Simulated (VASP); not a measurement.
Data:

```xyz
4
Lattice="2.2873 -3.9436 0.0000 2.2873 3.9436 0.0000 0.0000 0.0000 4.6884" Properties=species:S:1:pos:R:3 pbc="T T T"
Ga     2.2873     2.7165     4.3113
Ga     2.2873     1.2272     1.9671
Ga     2.2873    -1.2272     2.7213
Ga     2.2873    -2.7165     0.3771
```

Calculation: RPBE GGA, VASP's PBE PAW potentials (set 64) (plane waves; VASP). Settings: 520 eV cut-off, 9×9×7 Γ-centred mesh, tetrahedra with Blöchl corrections, potentials Ga_d.

The cores are frozen, which limits the accuracy of field gradients.

Q: Give the principal components of the electric field gradient (V/Å²) and the asymmetry η at each nucleus.

A: 
```tsv
atom	Vxx	Vyy	Vzz	η
Ga1	17.7	17.3	-35.0	0.01
Ga2	17.7	17.3	-35.0	0.01
Ga3	17.7	17.3	-35.0	0.01
Ga4	17.7	17.3	-35.0	0.01
```

The compound is Ga in the alpha structure. It was relaxed first, which changed the volume by +8 %.
